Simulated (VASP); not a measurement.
# In3SbO4 (R3) in VASP: notebook, part 2 of 2

VASP 6.6.1. Earlier steps stand in the parts before.

## 3. Relaxation of cell and atoms, PBE

This run uses another cell than the first one, of 17.34 Å³/atom, 1.040 times its volume.

File INCAR:

```
SYSTEM = In3SbO4
ALGO = Normal ; EDIFF = 1E-7
EDIFFG = -0.005 ; ENCUT = 520
GGA = PE ; IBRION = 2
ISIF = 3 ; ISMEAR = 0
KPAR = 4 ; LASPH = .True.
LCHARG = .False. ; LREAL = .False.
LWAVE = .False. ; NELM = 120
NSW = 60 ; POTIM = 0.3
PREC = Accurate ; SIGMA = 0.1
```

File KPOINTS:

```
k-points
0
Gamma
  6 6 6
  0 0 0
```

File POSCAR:

```
In3SbO4                                 
1.0
    3.8368324489      2.2151950335      2.7206658052
   -3.8368313930      2.2151968624      2.7206658052
   -0.0000010560     -4.4303918856      2.7206658051
  In              Sb              O             
     3     1     4
Direct
     0.7769799396539874    0.7767277009073194    0.2414541247834068
     0.2414541247834575    0.7769799396541008    0.7767277009073378
     0.7767277009073028    0.2414541247833277    0.7769799396540888
     0.2525831474486775    0.2525831474486775    0.2525831474486506
     0.8129026740879639    0.8129026740879639    0.8129026740880133
     0.1561554142726005    0.3790472330325490    0.6041791458133776
     0.6041791458133909    0.1561554142725808    0.3790472330325322
     0.3790472330326204    0.6041791458134819    0.1561554142725938
```

Potentials or basis: VASP PAW PBE potentials, release 64 (In_d, Sb, O).

Run with:

```bash
> cat potpaw_PBE.64/In_d/POTCAR potpaw_PBE.64/Sb/POTCAR potpaw_PBE.64/O/POTCAR > POTCAR
> mpirun -np 4 vasp_std > vasp.out
```

OUTCAR:

```text
SYSTEM = In3SbO4
   EDIFF = 1E-7
   EDIFFG = -0.005
   ENCUT = 520
   GGA = PE
   IBRION = 2
   ISIF = 3
   ISMEAR = 0
   LASPH = .True.
   LREAL = .False.
   NELM = 120
   NSW = 60
   POTIM = 0.3
   PREC = Accurate

 ion  position               nearest neighbor table
   1  0.777  0.777  0.241-   8 2.17   5 2.28   7 2.32   5 2.95   4 3.33   2 3.52   3 3.52   3 3.52
                             2 3.52   3 3.57   2 3.57   4 3.69   4 3.84   4 3.84
   2  0.241  0.777  0.777-   6 2.17   5 2.28   8 2.32   5 2.95   4 3.33   1 3.52   3 3.52   1 3.52
                             3 3.52   3 3.57   1 3.57   4 3.69   4 3.84   4 3.84
   3  0.777  0.241  0.777-   7 2.17   5 2.28   6 2.32   5 2.95   4 3.33   1 3.52   2 3.52   1 3.52
                             2 3.52   2 3.57   1 3.57   4 3.69   4 3.84   4 3.84
   4  0.253  0.253  0.253-   7 2.01   6 2.01   8 2.01   3 3.33   2 3.33   1 3.33   3 3.69   2 3.69
                             1 3.69   1 3.84   2 3.84   3 3.84   1 3.84   2 3.84   3 3.84
   5  0.813  0.813  0.813-   1 2.28   3 2.28   2 2.28   1 2.95   2 2.95   3 2.95
   6  0.156  0.379  0.604-   4 2.01   2 2.17   3 2.32
   7  0.604  0.156  0.379-   4 2.01   3 2.17   1 2.32
   8  0.379  0.604  0.156-   4 2.01   1 2.17   2 2.32

  LATTYP: Found a trigonal (rhomboedric) cell.
 ALAT       =     5.1990763315
 COS(alpha) =    -0.0892389366

  Lattice vectors:

 A1 = (   3.8368324489,   2.2151950335,   2.7206658052)
 A2 = (  -3.8368313930,   2.2151968624,   2.7206658052)
 A3 = (  -0.0000010560,  -4.4303918856,   2.7206658051)

Analysis of symmetry for initial positions (statically):
=====================================================================
 Subroutine PRICEL returns:
 Original cell was already a primitive cell.

 Routine SETGRP: Setting up the symmetry group for a
 trigonal (rhombohedral) supercell.

 Subroutine GETGRP returns: Found  3 space group operations
 (whereof  3 operations were pure point group operations)
 out of a pool of 12 trial point group operations.

The static configuration has the point symmetry C_3 .

Analysis of symmetry for dynamics (positions and initial velocities):
[... 171 lines left out ...]
  free energy    TOTEN  =       -39.23882375 eV

  energy without entropy =      -39.22917670  energy(sigma->0) =      -39.23400022

------------------------ aborting loop because EDIFF is reached ----------------------------------------

  FORCE on cell =-STRESS in cart. coord.  units (eV):
  Direction    XX          YY          ZZ          XY          YZ          ZX
  --------------------------------------------------------------------------------------
  -------------------------------------------------------------------------------------
  Total       -0.0100523     -0.0100523      0.0450102      0.0000014      0.0000000     -0.0000000
  in kB       -0.1160825     -0.1160825      0.5197688      0.0000158      0.0000000     -0.0000000
  external PRESSURE =       0.0958679 kB  Pullay stress =       0.0000000 kB
[... 107 lines left out ...]
  FREE ENERGIE OF THE ION-ELECTRON SYSTEM (eV)
  ---------------------------------------------------
  free  energy   TOTEN  =       -39.2388496521 eV

  energy  without entropy=      -39.2291779942  energy(sigma->0) =      -39.23401382

[... ionic steps 4 to 7 ...]

--------------------------------------- Ionic step        8  -------------------------------------------

 number of electron      67.9999990 magnetization

------------------------ aborting loop because EDIFF is reached ----------------------------------------
[... 79 lines left out ...]
--------------------------------------- Ionic step       10  -------------------------------------------

 number of electron      67.9999990 magnetization

 Free energy of the ion-electron system (eV)
  ---------------------------------------------------
  ext. energy  EPLUGINS =         0.00000000
  ---------------------------------------------------
  free energy    TOTEN  =       -39.23890200 eV

  energy without entropy =      -39.22921861  energy(sigma->0) =      -39.23406031

 E-fermi :   6.1151     XC(G=0): -10.2023

 val. band max:        6.1046144798   @ k =   0.1667   0.0000  -0.0000
 cond. band min:       6.1213301006   @ k =   0.3333   0.3333   0.3333
 fundamental gap:      0.0167156207
 Fermi energy:         6.1151146831

 k-point     1 :       0.0000    0.0000    0.0000
  band No.  band energies     occupation
      1     -13.1573      2.00000
      2     -12.2184      2.00000
      3     -12.2184      2.00000
      4     -11.8563      2.00000
      5      -8.0265      2.00000
      6      -8.0016      2.00000
[... 1021 lines left out ...]
     39      10.2592      0.00000
     40      10.9008      0.00000

 [... further k-points ...]

------------------------ aborting loop because EDIFF is reached ----------------------------------------

  FORCE on cell =-STRESS in cart. coord.  units (eV):
  Direction    XX          YY          ZZ          XY          YZ          ZX
  --------------------------------------------------------------------------------------
  -------------------------------------------------------------------------------------
  Total        0.0012102      0.0012102     -0.0095612      0.0000013     -0.0000000      0.0000000
  in kB        0.0139677      0.0139677     -0.1103553      0.0000148     -0.0000000      0.0000000
  external PRESSURE =      -0.0274733 kB  Pullay stress =       0.0000000 kB
[... 23 lines left out ...]
  FREE ENERGIE OF THE ION-ELECTRON SYSTEM (eV)
  ---------------------------------------------------
  free  energy   TOTEN  =       -39.2389019990 eV

  energy  without entropy=      -39.2292186142  energy(sigma->0) =      -39.23406031

 reached required accuracy - stopping structural energy minimisation
```

CONTCAR:

```text
In3SbO4
   1.00000000000000
     3.8353702929246758    2.2143502173690623    2.7241213256955117
    -3.8353686827809779    2.2143530062475092    2.7241213256956307
    -0.0000016102437860   -4.4287032133074602    2.7241213255848322
  In              Sb              O
     3     1     4
Direct
     0.7769022464239704    0.7764772433196653    0.2416938033265139
     0.2416938033265633    0.7769022464240840    0.7764772433196794
     0.7764772433196439    0.2416938033264284    0.7769022464240769
     0.2524662250204348    0.2524662250204348    0.2524662250204135
     0.8136569321034663    0.8136569321034663    0.8136569321035159
     0.1557918292001450    0.3791572783834006    0.6038838222222909
     0.6038838222223051    0.1557918292001238    0.3791572783833796
     0.3791572783834717    0.6038838222223974    0.1557918292001380

  0.00000000E+00  0.00000000E+00  0.00000000E+00
  0.00000000E+00  0.00000000E+00  0.00000000E+00
  0.00000000E+00  0.00000000E+00  0.00000000E+00
  0.00000000E+00  0.00000000E+00  0.00000000E+00
  0.00000000E+00  0.00000000E+00  0.00000000E+00
  0.00000000E+00  0.00000000E+00  0.00000000E+00
  0.00000000E+00  0.00000000E+00  0.00000000E+00
  0.00000000E+00  0.00000000E+00  0.00000000E+00
```

Run time: 3.9 min. Hardware: 4 MPI ranks of AMD EPYC 9R14 (Zen 4), shared host; peak memory 0.35 GiB.

What came out:

- Free energy: -39.2389 eV
- Relaxed volume: 17.35 Å³/atom
- Relaxed cell: a = 5.199 Å, b = 5.199 Å, c = 5.199 Å, α = 95.06°, β = 95.06°, γ = 95.06°
- Space group after relaxing (to 0.05 Å): R3 (No. 146)
- Energy gained by relaxing: 0.0 meV/atom
- Ionic steps: 10
- Pressure after relaxing: 0.0 GPa
- Band gap on the k mesh: none (metal or under the smearing width)

Forces on the atoms (eV/Å):
```
In   0.000  0.003 -0.001
In  -0.002 -0.001 -0.001
In   0.002 -0.001 -0.001
Sb   0.000  0.000  0.001
O    0.000  0.000  0.001
O   -0.002  0.001  0.000
O    0.000 -0.002  0.000
O    0.002  0.001  0.000
```

Final structure:
```cif
data_structure
_symmetry_space_group_name_H-M 'P 1'
_symmetry_Int_Tables_number 1
_cell_length_a 5.1994
_cell_length_b 5.1994
_cell_length_c 5.1994
_cell_angle_alpha 95.063
_cell_angle_beta 95.063
_cell_angle_gamma 95.063
_cell_volume 138.81
loop_
_atom_site_label
_atom_site_type_symbol
_atom_site_fract_x
_atom_site_fract_y
_atom_site_fract_z
_atom_site_occupancy
In1 In 0.77690 0.77648 0.24169 1
In2 In 0.24169 0.77690 0.77648 1
In3 In 0.77648 0.24169 0.77690 1
Sb1 Sb 0.25247 0.25247 0.25247 1
O1 O 0.81366 0.81366 0.81366 1
O2 O 0.15579 0.37916 0.60388 1
O3 O 0.60388 0.15579 0.37916 1
O4 O 0.37916 0.60388 0.15579 1
```

Levels at points of the mesh, in eV from the Fermi level:
```
           k point  band 31  band 32  band 33  band 34  band 35  band 36  band 37  band 38
(0.00, 0.00, 0.00)    -2.89    -2.31    -0.65    -0.29    -0.29     2.60     2.60     3.80
(0.50, 0.00, 0.00)    -2.65    -2.10    -1.21    -0.66     0.58     2.55     2.82     3.89
(0.50, 0.50, 0.00)    -2.56    -2.17    -0.72    -0.34     0.87     2.34     2.93     3.63
(0.50, 0.50, 0.50)    -2.88    -1.86     0.15     0.15     1.01     2.00     2.00     2.53
```

Spin-orbit coupling is left out, which matters for the levels of Sb.
